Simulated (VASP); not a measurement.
The input files of a VASP run:

### POSCAR
```
CsI
1
    4.1111171379     0.0000000000     0.0000000000
    0.0000000000     4.1111171379     0.0000000000
    0.0000000000     0.0000000000     4.1111171379
Cs I
1 1
Direct
  0.0000000000   0.0000000000   0.0000000000
  0.5000000000   0.5000000000   0.5000000000
```

### KPOINTS
```
Automatic
0
G
7 7 7
```

INCAR:
```
SYSTEM  =  CsI
ISIF  =  3   # ions, shape and volume
GGA  =  PE
PREC  =  Accurate
PSTRESS  =  200
LCHARG  =  .FALSE.
LWAVE  =  .FALSE.
EDIFFG  =  -0.02   # ionic stop
LREAL  =  .FALSE.   # projection in real space or not
IBRION  =  2   # conjugate gradients
ALGO  =  Normal   # blocked Davidson
NSW  =  40   # most ionic steps
LASPH  =  .TRUE.   # aspherical one-centre terms
SIGMA  =  0.05   # width (eV)
LMAXMIX  =  4   # l cut-off of mixed one-centre charges
ENCUT  =  500   # plane-wave cut-off (eV)
EDIFF  =  1E-6   # SCF stop (eV)
NELM  =  100   # most electronic steps
ISMEAR  =  0   # Gaussian
```

POTCAR, in this order: Cs_sv I (PBE.64 set). Program: vasp_std.

Translate this PBE calculation to Ansatz.

One equivalent input (not run):
Ansatz 0.2 input:
```yaml
crystal:
  lattice:
    - [4.1111171, 0.0000000, 0.0000000]
    - [0.0000000, 4.1111171, 0.0000000]
    - [0.0000000, 0.0000000, 4.1111171]
  atoms:
    - { symbol: Cs, position: [0.0000000, 0.0000000, 0.0000000] }
    - { symbol: I, position: [0.5000000, 0.5000000, 0.5000000] }
kpoints:
  mp_grid: { grid: [7, 7, 7] }
hamiltonian:
  xc: pbe
  pseudopotentials: { kind: paw }
scf:
  occupations: { method: gaussian, width: 0.05 }
  max_iter: 100
relax:
  max_steps: 40
  f_tol: 0.02
  cell: { p_target: 20 }
output: { forces: true, stress: true, eigenvalues: true }
```
What does not carry over: each code has its own PAW files, so the cut-off isn't converted (ENCUT is set for VASP's; basis.ecutwfc is left out, and Ansatz then takes the one that its files recommend); Ansatz stops its SCF on the density residual and VASP on the energy change (EDIFF).

The compound is CsI in the CsCl type structure. This run relaxes it under an external pressure of 20 GPa. Symmetry was kept, so distortions that lower it aren't found.
